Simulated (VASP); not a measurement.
Input of a VASP 6.6.1 run:

INCAR

```
PREC = Accurate
ENCUT = 520
EDIFF = 1E-6
ISMEAR = 0
SIGMA = 0.05
LREAL = F
LASPH = T
NELM = 100
ALGO = Normal
ISIF = 2
LWAVE = F
LCHARG = F
GGA = PE
NBANDS = 26
```

The input KPOINTS:

```
regular mesh
0
Gamma
  4 4 4
```

POSCAR

```
Te3PbC
1.0
    5.0200000000      0.0000000000      0.0000000000
    0.0000000000      5.0200000000      0.0000000000
    0.0000000000      0.0000000000      5.0200000000
Pb C Te
1 1 3
Direct
    0.0000000000      0.0000000000      0.0000000000
    0.5000000000      0.5000000000      0.5000000000
    0.5000000000      0.5000000000      0.0000000000
    0.5000000000      0.0000000000      0.5000000000
    0.0000000000      0.5000000000      0.5000000000
```

Potentials or basis: VASP PAW PBE potentials, release 64 (Pb_d, C, Te).

Run with:

```console
$ cat potpaw_PBE.64/Pb_d/POTCAR potpaw_PBE.64/C/POTCAR potpaw_PBE.64/Te/POTCAR > POTCAR
$ mpirun -np 1 vasp_std > vasp.out
```

(1) Predict the pressure.

(2) Predict the band gap on the k mesh.

Answers

(1) -1.2 GPa.

(2) none (metal or under the smearing width).
